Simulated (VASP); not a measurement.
Method: optB86b-vdW, VASP's PBE PAW potentials (set 64) (plane waves; VASP).

VASP input:

File KPOINTS:
```
Automatic mesh
0
Gamma
16 16 16
0 0 0
```

POSCAR:
```
In
1.0
 -1.6232408227   1.6232408227   2.5124265502
  1.6232408227  -1.6232408227   2.5124265502
  1.6232408227   1.6232408227  -2.5124265502
In
1
Direct
  0.0000000000   0.0000000000   0.0000000000
```

### INCAR
```
SYSTEM = In
PREC = Accurate; ENCUT = 520; LREAL = .FALSE.
LASPH = .TRUE.
EDIFF = 1E-7; NELM = 100; ALGO = Normal
LMAXMIX = 4
ISMEAR = 1; SIGMA = 0.1
GGA = MK; LUSE_VDW = .TRUE.; AGGAC = 0.0
PARAM1 = 0.1234; PARAM2 = 1.0
IBRION = 2; NSW = 30; ISIF = 4
EDIFFG = -0.01
LWAVE = .FALSE.; LCHARG = .FALSE.
```

POTCAR, in this order: In_d (PBE.64 set). Program: vasp_std.

Output of the run:

**OSZICAR**
```
       N       E                     dE             d eps       ncg     rms          rms(c)
DAV:   1     0.738447420973E+02    0.73845E+02   -0.65289E+03  6988   0.164E+03
DAV:   2     0.325038504732E+01   -0.70594E+02   -0.69576E+02  7068   0.286E+02
DAV:   3     0.546482619460E+00   -0.27039E+01   -0.26933E+01  8114   0.649E+01
DAV:   4     0.485946582725E+00   -0.60536E-01   -0.60517E-01  8930   0.986E+00
DAV:   5     0.483492187715E+00   -0.24544E-02   -0.24543E-02  8354   0.160E+00    0.203E+00
DAV:   6     0.508796751661E+00    0.25305E-01   -0.49723E-02  8024   0.490E+00    0.990E-01
DAV:   7     0.513575706516E+00    0.47790E-02   -0.14296E-02  8360   0.242E+00    0.254E-01
DAV:   8     0.513929678255E+00    0.35397E-03   -0.78833E-04  7922   0.555E-01    0.309E-02
DAV:   9     0.513925001265E+00   -0.46770E-05   -0.15808E-05  9984   0.611E-02    0.159E-02
DAV:  10     0.513922706394E+00   -0.22949E-05   -0.28391E-06  7506   0.176E-02    0.133E-03
DAV:  11     0.513922684092E+00   -0.22301E-07   -0.43495E-08  5228   0.314E-03
   1 F= 0.51392268E+00 E0= 0.51392472E+00  d E =0.513923E+00
       N       E                     dE             d eps       ncg     rms          rms(c)
DAV:   1     0.512973229495E+00   -0.94948E-03   -0.28895E-02  8008   0.186E+00    0.149E-01
DAV:   2     0.513450571957E+00    0.47734E-03   -0.65224E-04 10102   0.542E-01    0.983E-02
DAV:   3     0.513745967768E+00    0.29540E-03   -0.34624E-04  8616   0.572E-01    0.232E-02
DAV:   4     0.513741990430E+00   -0.39773E-05   -0.47520E-05  7626   0.804E-02    0.278E-02
DAV:   5     0.513742065025E+00    0.74595E-07   -0.14833E-06 10010   0.170E-02    0.127E-02
DAV:   6     0.513742130208E+00    0.65183E-07   -0.13282E-07  6406   0.704E-03
   2 F= 0.51374213E+00 E0= 0.51374242E+00  d E =-.180554E-03
       N       E                     dE             d eps       ncg     rms          rms(c)
DAV:   1     0.506542847832E+00   -0.71992E-02   -0.25965E-01  7984   0.558E+00    0.447E-01
DAV:   2     0.510852297010E+00    0.43094E-02   -0.58906E-03 10006   0.153E+00    0.295E-01
DAV:   3     0.513507677981E+00    0.26554E-02   -0.31757E-03  8612   0.166E+00    0.699E-02
DAV:   4     0.513473652590E+00   -0.34025E-04   -0.40877E-04  7690   0.235E-01    0.834E-02
DAV:   5     0.513474182524E+00    0.52993E-06   -0.13478E-05 10048   0.506E-02    0.352E-02
DAV:   6     0.513474703459E+00    0.52093E-06   -0.12128E-06  7666   0.208E-02    0.120E-02
DAV:   7     0.513474719412E+00    0.15953E-07   -0.74376E-08  4186   0.610E-03
   3 F= 0.51347472E+00 E0= 0.51350029E+00  d E =-.447965E-03
```

OUTCAR:
```
------------------------ aborting loop because EDIFF is reached ----------------------------------------
  FORCE on cell =-STRESS in cart. coord.  units (eV):
  Direction    XX          YY          ZZ          XY          YZ          ZX
  --------------------------------------------------------------------------------------
  Total        0.0013914      0.0013914      0.0075478      0.0000000     -0.0000000      0.0000000
  in kB        0.0841854      0.0841854      0.4566777      0.0000000     -0.0000000      0.0000000
  external PRESSURE =       0.2083495 kB  Pullay stress =       0.0000000 kB
  volume of cell :       26.48
      direct lattice vectors                 reciprocal lattice vectors
    -1.615180135  1.615180135  2.537566062     0.000000000  0.309562995  0.197039205
     1.615180135 -1.615180135  2.537566062     0.309562995  0.000000000  0.197039205
     1.615180135  1.615180135 -2.537566062     0.309562995  0.309562995  0.000000000
 POSITION                                       TOTAL-FORCE (eV/Angst)
 -----------------------------------------------------------------------------------
      0.00000      0.00000      0.00000        -0.000000      0.000000      0.000000
 -----------------------------------------------------------------------------------
    total drift:                               -0.000000     -0.000000     -0.000000
  FREE ENERGIE OF THE ION-ELECTRON SYSTEM (eV)
  ---------------------------------------------------
  free  energy   TOTEN  =         0.5134747194 eV

  energy  without entropy=        0.5135514219  energy(sigma->0) =        0.51350029

 reached required accuracy - stopping structural energy minimisation
```
(Selected blocks of OUTCAR.)

File CONTCAR:
```
In
   1.00000000000000
    -1.6151801351204296    1.6151801351204296    2.5375660617449740
     1.6151801351204296   -1.6151801351204296    2.5375660617449740
     1.6151801351204296    1.6151801351204296   -2.5375660617449740
  In
     1
Direct
     0.0000000000000000    0.0000000000000000    0.0000000000000000
```

The compound is In in the bct structure. This run relaxes it. Symmetry was kept, so distortions that lower it aren't found.
